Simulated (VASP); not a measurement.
Consider the following.

```xyz
3
Lattice="-1.5161 1.5161 3.7414 1.5161 -1.5161 3.7414 1.5161 1.5161 -3.7414" Properties=species:S:1:pos:R:3 pbc="T T T"
Si     0.0000     0.0000     4.9942
Si     0.0000     0.0000     2.4886
W      0.0000     0.0000     0.0000
```

These are LDA (Ceperley-Alder, Perdew-Zunger), VASP's LDA PAW potentials (set 64) (plane waves; VASP) values and carry that method's errors. Run with 500 eV cut-off, 14×14×14 Γ-centred mesh, first-order Methfessel-Paxton smearing of 0.10 eV, potentials Si W_sv.

Unless said otherwise, spin-orbit coupling is left out, though it shifts the bands of the heavy elements here.

Task: Estimate the energy per atom (σ→0), pressure, band gap (on the k-mesh) with the smallest direct gap where there is one.

Result: 
The band gap (on the k-mesh) is none (metal, semimetal or under 0.01 eV). The energy per atom (σ→0) is -8.905 eV/atom and the pressure comes out as 44.86 GPa.

Only differences to runs with the same potentials and settings are physical.

The compound is WSi2 in the MoSi2 type structure. It was relaxed first under an external pressure of 45 GPa.
